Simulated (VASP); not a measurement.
Computed with rev-vdW-DF2, VASP's PBE PAW potentials (set 64) (plane waves; VASP 6.6.1).

VASP input:

**INCAR**
```
SYSTEM = Li
GGA = MK
ISIF = 2   ! forces and stress, cell fixed
AGGAC = 0.0
LUSE_VDW = .TRUE.
PARAM1 = 0.1234568
LREAL = .FALSE.   ! projection in real space or not
SIGMA = 0.1   ! width (eV)
EDIFF = 1E-7   ! SCF stop (eV)
PARAM2 = 0.7114
ISMEAR = 1
PREC = Accurate
LCHARG = .FALSE.
LWAVE = .FALSE.
LASPH = .TRUE.   ! aspherical one-centre terms
ZAB_VDW = -1.8867
ENCUT = 520   ! plane-wave cut-off (eV)
ALGO = Normal   ! blocked Davidson
NELM = 100   ! most electronic steps
```

File POSCAR:
```
Li
1
   -1.7136238907     1.7136238907     1.7136238907
    1.7136238907    -1.7136238907     1.7136238907
    1.7136238907     1.7136238907    -1.7136238907
Li
1
Direct
  0.0000000000   0.0000000000   0.0000000000
```

File KPOINTS:
```
K-points
0
G
  15 15 15
```

POTCAR, in this order: Li_sv (PBE.64 set). Program: vasp_std.

The run wrote:

OSZICAR:
```
       N       E                     dE             d eps       ncg     rms          rms(c)
DAV:   1     0.145619931396E+01    0.14562E+01   -0.67736E+02  1210   0.405E+02
DAV:   2    -0.102447217849E+01   -0.24807E+01   -0.23547E+01  1685   0.621E+01
DAV:   3    -0.115126269328E+01   -0.12679E+00   -0.12641E+00  1540   0.957E+00
DAV:   4    -0.115602000492E+01   -0.47573E-02   -0.47417E-02  1565   0.164E+00
DAV:   5    -0.115609391644E+01   -0.73912E-04   -0.73830E-04  1570   0.157E-01    0.231E-01
DAV:   6    -0.115603053375E+01    0.63383E-04   -0.43790E-04  1525   0.187E-01    0.134E-01
DAV:   7    -0.115620944567E+01   -0.17891E-03   -0.10880E-03  1430   0.317E-01    0.220E-02
DAV:   8    -0.115626431694E+01   -0.54871E-04   -0.40090E-04  1645   0.176E-01    0.186E-02
DAV:   9    -0.115625856198E+01    0.57550E-05   -0.53306E-06  1390   0.228E-02    0.190E-03
DAV:  10    -0.115625810042E+01    0.46156E-06   -0.14198E-06  1320   0.138E-02    0.287E-03
DAV:  11    -0.115626010464E+01   -0.20042E-05   -0.25604E-07  1295   0.607E-03    0.813E-04
DAV:  12    -0.115625996730E+01    0.13734E-06   -0.38803E-08   680   0.270E-03    0.622E-04
DAV:  13    -0.115625972265E+01    0.24465E-06   -0.96230E-09   620   0.146E-03    0.846E-05
DAV:  14    -0.115625970098E+01    0.21666E-07   -0.17893E-09   605   0.612E-04
   1 F= -.11562597E+01 E0= -.11562327E+01  d E =-.811191E-04
```

OUTCAR:
```
------------------------ aborting loop because EDIFF is reached ----------------------------------------
  FORCE on cell =-STRESS in cart. coord.  units (eV):
  Direction    XX          YY          ZZ          XY          YZ          ZX
  --------------------------------------------------------------------------------------
  Total       -0.0016838     -0.0016838     -0.0016838     -0.0000000     -0.0000000     -0.0000000
  in kB       -0.1340265     -0.1340265     -0.1340265     -0.0000000     -0.0000000     -0.0000000
  external PRESSURE =      -0.1340265 kB  Pullay stress =       0.0000000 kB
  volume of cell :       20.13
      direct lattice vectors                 reciprocal lattice vectors
    -1.713623891  1.713623891  1.713623891     0.000000000  0.291779312  0.291779312
     1.713623891 -1.713623891  1.713623891     0.291779312  0.000000000  0.291779312
     1.713623891  1.713623891 -1.713623891     0.291779312  0.291779312  0.000000000
 POSITION                                       TOTAL-FORCE (eV/Angst)
 -----------------------------------------------------------------------------------
      0.00000      0.00000      0.00000         0.000000      0.000000      0.000000
 -----------------------------------------------------------------------------------
    total drift:                               -0.000000     -0.000000      0.000000
  FREE ENERGIE OF THE ION-ELECTRON SYSTEM (eV)
  ---------------------------------------------------
  free  energy   TOTEN  =        -1.1562597010 eV

  energy  without entropy=       -1.1561785819  energy(sigma->0) =       -1.15623266
```
(Selected blocks of OUTCAR.)

The compound is Li in the bcc structure. It was relaxed first, which changed the volume by -5 %.
